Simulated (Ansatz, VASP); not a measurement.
# Cross-check of HgTe between VASP and Ansatz, part 2 of 2

Wanted: the spread between two codes on one cell, functional and k mesh. The cell is generated by rule, not measured, and may not be a known phase. The cell is taken from a series of runs on this material, whose earlier steps may have relaxed, scaled, displaced or heated it; both programs get it as it stands.

VASP 6.6.1 and Ansatz 0.2.0.

So far: Starting point; Ansatz: relaxation of cell and atoms, PBEsol, pair 1; VASP: relaxation of cell and atoms, PBEsol, pair 1; Differences.

## Step 5: VASP: relaxation of cell and atoms, PBEsol, pair 2

Level of this step: PBEsol; plane waves and PAW (Hg, Te); invented cell (VASP).

The relaxed volume is the usual yardstick between codes: in a stiff, nearly cubic crystal its relative difference is about their pressure difference at one cell divided by the bulk modulus. This pair takes another cell of the material, with 4 atoms against 2 for the pair before.

Contents of INCAR:

```
SYSTEM = HgTe
PREC = Accurate
ENCUT = 500
EDIFF = 1E-07
NELM = 120
ISMEAR = 1
SIGMA = 0.15
LREAL = .FALSE.
ALGO = Normal
GGA = PS
NBANDS = 24
LORBIT = 11
LWAVE = .FALSE.
LCHARG = .FALSE.
ISIF = 3
IBRION = 2
NSW = 80
EDIFFG = -0.005
LASPH = .TRUE.
GGA_COMPAT = .FALSE.
NELMIN = 4
KPAR = 2
```

Contents of POSCAR:

```
HgTe
1.0
    5.8706920000      0.0000000000      0.0000000000
    0.0000000000      5.8706920000      0.0000000000
    0.0000000000      0.0000000000      3.1696230000
Hg Te
2 2
Direct
    0.5000000000      0.5000000000      0.0000000000
    0.0000000000      0.0000000000      0.0000000000
    0.0000000000      0.5000000000      0.1751296605
    0.5000000000      0.0000000000      0.8248703395
```

Contents of KPOINTS:

```
Automatic mesh
0
Gamma
6 6 12
0 0 0
```

The projector-augmented-wave data sets are Hg and Te (PBE family, release 64).

Run with:

```console
$ mpirun -np 2 vasp_std
```

Numbers of over 12 decimals in the logs are rounded to 6 here.

The program printed:

```text
[banner, memory and clock lines left out]
running    2 mpi-ranks, on    1 nodes
[...]
[... a notice as in an earlier step ...]

 LDA part: xc-table for (Slater+PW92), standard interpolation
 POSCAR, INCAR and KPOINTS ok, starting setup
[...]
entering main loop
       N       E                     dE             d eps       ncg     rms          rms(c)
DAV:   1     0.229523487995E+03    0.22952E+03   -0.16118E+04  3360   0.130E+03
DAV:   2     0.180957442874E+01   -0.22771E+03   -0.21935E+03  3752   0.304E+02
DAV:   3    -0.854884346349E+01   -0.10358E+02   -0.10269E+02  4048   0.647E+01
DAV:   4    -0.865260485801E+01   -0.10376E+00   -0.10370E+00  4024   0.589E+00
[...]
DAV:  12    -0.828413161268E+01    0.44906E-05   -0.27773E-05  3752   0.566E-02    0.813E-03
DAV:  13    -0.828413136710E+01    0.24557E-06   -0.18116E-06  3736   0.112E-02    0.968E-03
DAV:  14    -0.828413136918E+01   -0.20718E-08   -0.25299E-07  2952   0.420E-03
   1 F= -.82841314E+01 E0= -.82841167E+01  d E =-.828413E+01
[... from here on, the cycles between the ionic steps are left out ...]
   2 F= -.82891005E+01 E0= -.82893731E+01  d E =-.496918E-02
   3 F= -.82908831E+01 E0= -.82915479E+01  d E =-.675174E-02
   5 F= -.82914003E+01 E0= -.82921864E+01  d E =-.517175E-03
   6 F= -.82914246E+01 E0= -.82921977E+01  d E =-.243621E-04
   7 F= -.82914405E+01 E0= -.82921942E+01  d E =-.401834E-04
   8 F= -.82914421E+01 E0= -.82921861E+01  d E =-.418502E-04
   9 F= -.82914592E+01 E0= -.82922003E+01  d E =-.170951E-04
  10 F= -.82914967E+01 E0= -.82922284E+01  d E =-.545666E-04
  11 F= -.82915099E+01 E0= -.82922200E+01  d E =-.677575E-04
  12 F= -.82915259E+01 E0= -.82922380E+01  d E =-.159749E-04
  13 F= -.82915685E+01 E0= -.82922919E+01  d E =-.586466E-04
  14 F= -.82916235E+01 E0= -.82923679E+01  d E =-.113642E-03
  15 F= -.82916123E+01 E0= -.82923931E+01  d E =-.102431E-03
  16 F= -.82916384E+01 E0= -.82923977E+01  d E =-.128552E-03
[...]
reached required accuracy - stopping structural energy minimisation
```

Parts of OUTCAR (step 5):

```text
  Total       -0.0072513     -0.0072513     -0.0175347      0.0000000      0.0000000      0.0000000
  in kB       -0.1065407     -0.1065407     -0.2576305      0.0000000      0.0000000      0.0000000
  external PRESSURE =      -0.1569040 kB  Pullay stress =       0.0000000 kB

 POSITION                                       TOTAL-FORCE (eV/Angst)
 -----------------------------------------------------------------------------------
      2.95666      2.95666     -0.00000        -0.000000      0.000000      0.000000
     -0.00000      0.00000     -0.00000         0.000000     -0.000000      0.000000
      0.00000      2.95666      0.52733         0.000000      0.000000      0.000832
      2.95666      0.00000      2.59121        -0.000000     -0.000000     -0.000832
 -----------------------------------------------------------------------------------
    total drift:                                0.000000      0.000000      0.000000

  FREE ENERGIE OF THE ION-ELECTRON SYSTEM (eV)
  ---------------------------------------------------
  free  energy   TOTEN  =        -8.2916384434 eV

  energy  without entropy=       -8.2939163305  energy(sigma->0) =       -8.29239774

[... 1 part as in an earlier step ...]

[... 3 further parts left out ...]
[key lines of the parts left out:]
E-fermi :   5.1495
```

The run keeps the 16 symmetry operations of its start, so it cannot find a distortion of lower symmetry.

## Step 6: Ansatz: relaxation of cell and atoms, PBEsol, pair 2

The same cell, functional, mesh and smearing now go to Ansatz, which takes its cutoff from its data sets.

The cell is taken from a series of runs on this material, whose earlier steps may have relaxed, scaled, displaced or heated it; both programs get it as it stands.

Contents of input.yaml:

```yaml
crystal:
  lattice:
    - [5.87069191, 0.0, 0.0]
    - [0.0, 5.87069191, 0.0]
    - [0.0, 0.0, 3.1696226813]
  atoms:
    - { symbol: Hg, position: [0.5, 0.5, 0.0] }
    - { symbol: Hg, position: [0.0, 0.0, 0.0] }
    - { symbol: Te, position: [0.0, 0.5, 0.1751297311] }
    - { symbol: Te, position: [0.5, 0.0, 0.8248702689] }
kpoints:
  mp_grid: { grid: [6, 6, 12] }
hamiltonian:
  xc: pbesol
scf:
  occupations: { method: methfessel_paxton, width: 0.15 }
output:
  forces: true
  stress: true
  eigenvalues: true
relax:
  adjacent_minimum: "off"
  f_tol: 0.001
  max_steps: 60
  cell: { stress_tol: 0.01 }
```

Run with:

```console
$ ansatz run input.yaml --threads 4 --pin off --max-ram 7168MiB --backend cpu --events-out ev --progress --plain --runs-dir out
```

The program printed:

```text
[...]
Crystal: 4 atoms, lattice volume = 109.241 Å³
Basis set: ecut = 420 eV, 2175 PW (Γ), exchange–correlation on 80×80×48 points (8 copies of the dense FFT grid, shifted against one another)
Bands: 44, of which v1, the nominal top of the filled ones, is band 36 counted from 1 (35 counted from 0)
Symmetry: 16 space group operations
[...]
k-points: 70 of 432
[...]
--- Relaxed structure (6 steps of the walk, 5 accepted, 1 SCFs on fresh bases) ---
[...]
cell:  # Å, volume = 108.7131 Å³
    - [5.906518, 0, 0.0]
    - [0, 5.906518, 0.0]
    - [0.0, 0.0, 3.116153]
  atoms:
    - { symbol: Hg, position: [0.5, 0.5, 0] }
    - { symbol: Hg, position: [0, 0, 0] }
    - { symbol: Te, position: [0, 0.5, 0.168306] }
    - { symbol: Te, position: [0.5, 0, 0.831694] }
[key lines of the parts left out:]
SCF converged after 6 iterations
Free energy (F): -41139.163490 eV
Fermi energy:    12.193844 eV
P = ⅓ Tr σ = -0.0023 GPa (-0.023 kbar)
```

## Step 7: Differences

What differs besides the data sets and the points named for the pairs above, as far as they apply: the data sets hold 72 valence electrons in Ansatz (on its default PAW (the set named soft_2) files) and 36 in VASP. Total energies have different zeros and are not compared.

Both answers:

```tsv
quantity	Ansatz	VASP	difference
volume (Å³)	108.71	109.05	-0.31 %
edge a after relaxation, in the typed setting (Å)	5.907	5.913	-0.11 %
edge c after relaxation, in the typed setting (Å)	3.116	3.119	-0.07 %
```

## Step 8: Outcome

| Item | Value |
| --- | --- |
| difference in volume (relaxation of cell and atoms, PBEsol, pair 1) | -0.20 % |
| difference in volume (relaxation of cell and atoms, PBEsol, pair 2) | -0.31 % |

What this shows: The difference in volume is -0.31 % (relaxation of cell and atoms, PBEsol, pair 2), within the 1.2 % picked in this series as the mark of a large difference, as far as the stopping tolerances let one tell. The data sets hold unlike numbers of valence electrons (36 in Ansatz and 18 in VASP and 72 in Ansatz and 36 in VASP), so part of the differences comes from the potentials. 2 further runs of this series are not shown here. Such differences can come from data sets, numerical settings and the points named under the comparisons, not from the functional's error against experiment.

[Lines on the potential files, build, host, timing and source positions are cut from VASP's logs without a mark.]

[Logs are printed without paths, hosts, clocks, repeated set-up lines and the standing remarks that a program may print on its own settings, such as how far it seeks lower states.]

[Hosts, paths, dates, database ids (printed as entryN), source tags and the programs' standing remarks are cut or masked in the printed files.]
